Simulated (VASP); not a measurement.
Here is the system:

```
CELL_PARAMETERS angstrom
      4.57000     0.00000     0.00000
      0.00000     4.57000     0.00000
      0.00000     0.00000     4.57000
ATOMIC_POSITIONS crystal
  Cs 0.00274 0.00014 0.00777
  I  0.49726 0.49986 0.49223
```

The numbers are results of PBE GGA, VASP's PBE PAW potentials (set 64) (plane waves; VASP), not measurements. Run with 300 eV cut-off, 4×4×4 Γ-centred mesh, Fermi-Dirac smearing of 0.020 eV, potentials Cs_sv I.

At this cut-off the stress carries a Pulay error, which pulls relaxed volumes low. Energy and stress use the plane-wave basis of the starting cell.

Q: The ions, cell shape and volume are relaxed. Which structure does the run end with?

A: 
```
CELL_PARAMETERS angstrom
      4.66403     0.00011     0.00699
      0.00011     4.66344     0.00035
      0.00699     0.00035     4.66586
ATOMIC_POSITIONS crystal
  Cs 0.00012 0.00001 0.00030
  I  0.49988 0.49999 0.49970
```
Space group Pm-3m (221), at a tolerance of 0.03 Å.

Q: How do energy and volume change from the first to the last step?

A: The energy (σ→0) changes by -8.0 meV/atom and the volume by +6.3 %, in 10 ionic steps.

```json
[
 {"step": "1", "E(σ→0) (eV)": "-5.4241", "max force (eV/Å)": "0.059", "pressure (GPa)": "0.77", "volume (Å³)": "95.44"},
 {"step": "2", "E(σ→0) (eV)": "-5.4354", "max force (eV/Å)": "0.045", "pressure (GPa)": "0.35", "volume (Å³)": "98.64"},
 {"step": "3", "E(σ→0) (eV)": "-5.4388", "max force (eV/Å)": "0.032", "pressure (GPa)": "-0.07", "volume (Å³)": "102.55"},
 {"step": "4", "E(σ→0) (eV)": "-5.4390", "max force (eV/Å)": "0.033", "pressure (GPa)": "-0.01", "volume (Å³)": "101.97"},
 {"step": "5", "E(σ→0) (eV)": "-5.4390", "max force (eV/Å)": "0.034", "pressure (GPa)": "-0.01", "volume (Å³)": "101.83"},
 {"step": "6", "E(σ→0) (eV)": "-5.4391", "max force (eV/Å)": "0.032", "pressure (GPa)": "0.00", "volume (Å³)": "101.81"},
 {"step": "7", "E(σ→0) (eV)": "-5.4394", "max force (eV/Å)": "0.025", "pressure (GPa)": "0.01", "volume (Å³)": "101.75"},
 {"step": "8", "E(σ→0) (eV)": "-5.4399", "max force (eV/Å)": "0.013", "pressure (GPa)": "0.02", "volume (Å³)": "101.61"},
 {"step": "9", "E(σ→0) (eV)": "-5.4399", "max force (eV/Å)": "0.011", "pressure (GPa)": "0.04", "volume (Å³)": "101.35"},
 {"step": "10", "E(σ→0) (eV)": "-5.4400", "max force (eV/Å)": "0.002", "pressure (GPa)": "0.02", "volume (Å³)": "101.48"}
]
```

The structure is a typed CsI crystal. In the starting cell atoms are displaced from their ideal sites. This run relaxes it. The run is one of a series of settings (EDIFFG = -0.01, IBRION = 2, ISIF = 3, NSW = 50 against the base run), some of them coarse on purpose.
